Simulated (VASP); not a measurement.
These are LDA (Ceperley-Alder, Perdew-Zunger), VASP's LDA PAW potentials (set 64) (plane waves; VASP 6.6.1) values and carry that method's errors.

Input for VASP

### KPOINTS
```
Automatic mesh
0
Gamma
10 10 10
0 0 0
```

**POSCAR**
```
CoSi2
1
    0.0000000000     2.5853067163     2.5853067163
    2.5853067163     0.0000000000     2.5853067163
    2.5853067163     2.5853067163     0.0000000000
Co Si
1 2
Direct
  0.0000000000   0.0000000000   0.0000000000
  0.2500000000   0.2500000000   0.2500000000
  0.7500000000   0.7500000000   0.7500000000
```

INCAR:
```
# general
SYSTEM =CoSi2
PREC   =Accurate
ENCUT  =520
LREAL  =.False.
LASPH  =.True.

# electronic loop
EDIFF  =1E-7
NELM   =100
ALGO   =Normal
LMAXMIX=4

# smearing
ISMEAR =1
SIGMA  =0.1

# ions
ISIF   =2

# output
LWAVE  =.False.
LCHARG =.False.
```

POTCAR, in this order: Co Si (LDA.64 set). Program: vasp_std.

Output of the run:

**OUTCAR**
```
 ion  position               nearest neighbor table
   1  0.000  0.000  0.000-   3 2.24   3 2.24   3 2.24   2 2.24   3 2.24   2 2.24   2 2.24   2 2.24
  LATTYP: Found a face centered cubic cell.
 ALAT       =     5.1706134326
 Subroutine PRICEL returns:
 Original cell was already a primitive cell.
 Subroutine GETGRP returns: Found 48 space group operations
The static configuration has the point symmetry O_h .
The dynamic configuration has the point symmetry O_h .
 Subroutine INISYM returns: Found 48 space group operations
 Subroutine IBZKPT returns following result:
 Found     47 irreducible k-points:

 Following reciprocal coordinates:
            Coordinates               Weight
  0.000000  0.000000  0.000000      1.000000
  0.100000  0.000000  0.000000      8.000000
  0.200000  0.000000  0.000000      8.000000
  0.300000  0.000000  0.000000      8.000000
  0.400000  0.000000  0.000000      8.000000
  0.500000  0.000000  0.000000      4.000000
  0.100000  0.100000  0.000000      6.000000
  0.200000  0.100000  0.000000     24.000000
  0.300000  0.100000  0.000000     24.000000
  0.400000  0.100000  0.000000     24.000000
  0.500000  0.100000  0.000000     24.000000
 -0.400000  0.100000  0.000000     24.000000
 -0.300000  0.100000  0.000000     24.000000
 -0.200000  0.100000  0.000000     24.000000
 -0.100000  0.100000  0.000000     12.000000
  0.200000  0.200000  0.000000      6.000000
  0.300000  0.200000  0.000000     24.000000
  0.400000  0.200000  0.000000     24.000000
  0.500000  0.200000  0.000000     24.000000
 -0.400000  0.200000  0.000000     24.000000
 -0.300000  0.200000  0.000000     24.000000
 -0.200000  0.200000  0.000000     12.000000
  0.300000  0.300000  0.000000      6.000000
  0.400000  0.300000  0.000000     24.000000
  0.500000  0.300000  0.000000     24.000000
...
```

**OSZICAR**
```
       N       E                     dE             d eps       ncg     rms          rms(c)
DAV:   1     0.743079357170E+02    0.74308E+02   -0.72519E+03  1136   0.140E+03
DAV:   2    -0.183672690671E+02   -0.92675E+02   -0.86776E+02  1136   0.266E+02
DAV:   3    -0.231291877529E+02   -0.47619E+01   -0.46101E+01  1444   0.714E+01
DAV:   4    -0.232489768564E+02   -0.11979E+00   -0.11939E+00  1344   0.106E+01
DAV:   5    -0.232527966209E+02   -0.38198E-02   -0.38182E-02  1472   0.197E+00    0.157E+01
DAV:   6    -0.252690742569E+02   -0.20163E+01   -0.30693E+01  1384   0.125E+02    0.142E+01
DAV:   7    -0.219245782827E+02    0.33445E+01   -0.13652E+01  1464   0.993E+01    0.461E+00
DAV:   8    -0.218664788604E+02    0.58099E-01   -0.68544E-01  1284   0.696E+00    0.161E+00
DAV:   9    -0.218403446376E+02    0.26134E-01   -0.92012E-02  1468   0.684E+00    0.448E-01
DAV:  10    -0.218402191391E+02    0.12550E-03   -0.71637E-03  1456   0.125E+00    0.199E-01
DAV:  11    -0.218399929437E+02    0.22620E-03   -0.10075E-03  1484   0.708E-01    0.450E-02
DAV:  12    -0.218399887909E+02    0.41528E-05   -0.61631E-05  1724   0.108E-01    0.127E-02
DAV:  13    -0.218399878966E+02    0.89430E-06   -0.21439E-06  1668   0.216E-02    0.636E-03
DAV:  14    -0.218399878027E+02    0.93879E-07   -0.85550E-07  1684   0.176E-02
   1 F= -.21839988E+02 E0= -.21840324E+02  d E =0.100965E-02
```

OUTCAR:
```
------------------------ aborting loop because EDIFF is reached ----------------------------------------
  FORCE on cell =-STRESS in cart. coord.  units (eV):
  Direction    XX          YY          ZZ          XY          YZ          ZX
  --------------------------------------------------------------------------------------
  Total        3.0524329      3.0524329      3.0524329     -0.0000000     -0.0000000      0.0000000
  in kB      141.5110936    141.5110936    141.5110936     -0.0000000     -0.0000000      0.0000000
  external PRESSURE =     141.5110936 kB  Pullay stress =       0.0000000 kB
  volume of cell :       34.56
      direct lattice vectors                 reciprocal lattice vectors
     0.000000000  2.585306716  2.585306716    -0.193400650  0.193400650  0.193400650
     2.585306716  0.000000000  2.585306716     0.193400650 -0.193400650  0.193400650
     2.585306716  2.585306716  0.000000000     0.193400650  0.193400650 -0.193400650
 POSITION                                       TOTAL-FORCE (eV/Angst)
 -----------------------------------------------------------------------------------
      0.00000      0.00000      0.00000         0.000000      0.000000     -0.000000
      1.29265      1.29265      1.29265         0.000000     -0.000000      0.000000
      3.87796      3.87796      3.87796        -0.000000      0.000000     -0.000000
 -----------------------------------------------------------------------------------
    total drift:                               -0.000000     -0.000000      0.000000
  FREE ENERGIE OF THE ION-ELECTRON SYSTEM (eV)
  ---------------------------------------------------
  free  energy   TOTEN  =       -21.8399878027 eV

  energy  without entropy=      -21.8409974528  energy(sigma->0) =      -21.84032435
```
(Selected blocks of OUTCAR.)

The compound is CoSi2 in the fluorite structure. This cell is one point of a volume scan, at 0.94 of the reference volume. The run is not spin-polarised, so no magnetic state was tried. The electron count is odd and the run is not spin-polarised, which forces a metal.
